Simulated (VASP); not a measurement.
Input:

```yaml
crystal:
  lattice:
    - [0.00000, 2.96210, 2.96210]
    - [2.96210, 0.00000, 2.96210]
    - [2.96210, 2.96210, 0.00000]
  atoms:
    - { symbol: Pb, position: [0.00000, 0.00000, 0.00000] }
    - { symbol: F, position: [0.25000, 0.25000, 0.25000] }
    - { symbol: F, position: [0.75000, 0.75000, 0.75000] }
```

These are AM05 GGA, VASP's PBE PAW potentials (set 64) (plane waves; VASP) values and carry that method's errors. Run with 520 eV cut-off, Gaussian smearing of 0.050 eV, potentials Pb_d F.

Unless said otherwise, spin-orbit coupling is left out, though it shifts the bands of the heavy elements here.

Q: Give the energies of bands 8 to 17 at the high-symmetry points, in eV from the valence-band maximum.

A: 
| band | Γ | X | U | L | W |
|---|---|---|---|---|---|
| 8 | -4.67 | -6.48 | -6.41 | -5.97 | -6.44 |
| 9 | -2.47 | -3.57 | -3.50 | -3.02 | -3.73 |
| 10 | -2.47 | -3.57 | -3.33 | -2.68 | -2.68 |
| 11 | -2.47 | -1.54 | -2.06 | -2.68 | -2.68 |
| 12 | -1.97 | -1.54 | -1.69 | -2.13 | -1.60 |
| 13 | -1.97 | -1.54 | -1.55 | -2.13 | -1.48 |
| 14 | -1.97 | -0.15 | -0.03 | -0.02 | 0.00 |
| 15 | 6.74 | 4.40 | 5.31 | 5.06 | 6.05 |
| 16 | 6.74 | 7.88 | 6.69 | 7.63 | 6.05 |
| 17 | 6.74 | 7.88 | 7.87 | 7.63 | 7.52 |

The gap is indirect, 4.40 eV, from the valence maximum at W to the conduction minimum at X.

The compound is PbF2 in the fluorite structure, the β form. It was relaxed first.
